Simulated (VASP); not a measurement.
MgS (rock salt), at 0.96 of the tabulated volume:

```
CELL_PARAMETERS angstrom
      0.00000     2.56486     2.56486
      2.56486     0.00000     2.56486
      2.56486     2.56486     0.00000
ATOMIC_POSITIONS crystal
  Mg 0.00000 0.00000 0.00000
  S  0.50000 0.50000 0.50000
```

The lowest empty band near X, direction along the valley's axis, from mBJ (TB09) with spin-orbit coupling in VASP (PAW); its two spin partners are averaged. The gap over the points computed is 4.05 eV, and the next band on that side lies 1.17 eV away at the edge.

Run with 400 eV cut-off, 10×10×10 Γ-centred mesh, Gaussian smearing of 0.050 eV, potentials Mg S.

```json
[
 {"distance from the edge in k (1/Å)": "0.025", "distance in energy (meV)": "4.3"},
 {"distance from the edge in k (1/Å)": "0.035", "distance in energy (meV)": "8.4"},
 {"distance from the edge in k (1/Å)": "0.050", "distance in energy (meV)": "17.2"},
 {"distance from the edge in k (1/Å)": "0.070", "distance in energy (meV)": "33.6"}
]
```

Question: Fit E(1 + αE) = ħ²k²/2m* (ħ²/2m0 = 3.810 eV Å²) and predict the row at 0.095 1/Å.

Answer: The rows don't resolve α, so a parabola serves: the electron mass is m* = 0.555 m0, and so 61.9 meV. The run gave 62.0 meV, +0.1 meV from the fit.

Left out are points under 3 meV from the edge, since the levels carry 0.1 meV, and points farther than half the way to the next band.

The compound is MgS in the rock salt structure. The cell was not relaxed at this level.
